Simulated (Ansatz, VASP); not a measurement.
# Be2B3: VASP beside Ansatz

INCAR

```
SYSTEM = Be2B3
ALGO     = Normal         ! electronic algorithm
EDIFF    = 1E-6           ! SCF threshold, eV
EDIFFG   = -0.01          ! ionic threshold
ENCUT    = 600            ! plane-wave cutoff, eV
GGA      = PE             ! functional
IBRION   = 2              ! ionic algorithm
ISIF     = 3              ! what is computed and relaxed
ISMEAR   = 0              ! smearing method
LASPH    = .TRUE.         ! aspherical terms in the spheres
LCHARG   = .FALSE.        ! write CHGCAR
LREAL    = .FALSE.        ! projectors in reciprocal space
LWAVE    = .FALSE.        ! write WAVECAR
NELM     = 100            ! most SCF steps
NSW      = 100            ! ionic steps
PREC     = Accurate       ! precision mode
SIGMA    = 0.1            ! smearing width, eV
```

File KPOINTS:

```
k-points
0
G
  15 15 10
  0 0 0
```

Contents of POSCAR:

```
Be2B3
1.0
    3.3108187090      0.0000000000      0.0000000000
   -1.6554093545      2.8672531094      0.0000000000
    0.0000000000      0.0000000000      3.7390043326
Be B
2 3
Direct
    0.6666666667      0.3333333333      0.5000000000
    0.3333333333      0.6666666667      0.0000000000
    0.0000000000      0.0000000000      0.7344940982
    0.0000000000      0.0000000000      0.2655059018
    0.6666666667      0.3333333333      0.0000000000
```

Input for Ansatz:

```yaml
crystal:
  lattice:
    - [3.310818709, 0.0, 0.0]
    - [-1.6554093545, 2.8672531094, 0.0]
    - [0.0, 0.0, 3.7390043326]
  atoms:
    - { symbol: Be, position: [0.6666666667, 0.3333333333, 0.5] }
    - { symbol: Be, position: [0.3333333333, 0.6666666667, 0.0] }
    - { symbol: B, position: [0.0, 0.0, 0.7344940982] }
    - { symbol: B, position: [0.0, 0.0, 0.2655059018] }
    - { symbol: B, position: [0.6666666667, 0.3333333333, 0.0] }
basis:
  ecutwfc: 420
kpoints:
  mp_grid: { grid: [15, 15, 10] }
hamiltonian:
  xc: pbe
scf:
  occupations: { method: gaussian, width: 0.1 }
output:
  forces: true
  stress: true
  eigenvalues: true
relax:
  adjacent_minimum: "off"
  f_tol: 0.01
  max_steps: 80
  cell: { stress_tol: 0.05 }
```

Change from the starting cell: species swapped into the Fe3Ge2 type (P-6m2, No. 187).

Alike in both runs: task relaxation of cell and atoms; functional PBE; k mesh 15 × 15 × 10; occupations gaussian, width 0.1 eV; no spin polarisation.

|  | VASP | Ansatz |
| --- | --- | --- |
| version | VASP 6.6.1 | Ansatz 0.2.0 |
| potentials or method | VASP PAW PBE potentials, release 64 (Be, B) | scalar-relativistic, plane waves, PAW |
| plane-wave cutoff (eV) | 600 | 420 |
| valence electrons in the cell | 13 | 13 |

|  | VASP | Ansatz | Ansatz less VASP |
| --- | --- | --- | --- |
| gap on the k mesh at the Fermi level, each at its own relaxed structure (eV) | none | none | - |
| relaxed volume (Å³/atom) | 7.59 | 7.59 | +0.003 |
| relaxed cell length with the largest relative difference (Å) | 3.538 | 3.540 | +0.0013 |
| energy change over the relaxation (meV/atom) | -23 | -24 | -0.3 |

A gap of «none» marks a metal or a gap that the smearing closes.

Caveats: the bands computed are all filled at some k points, so no gap is given.
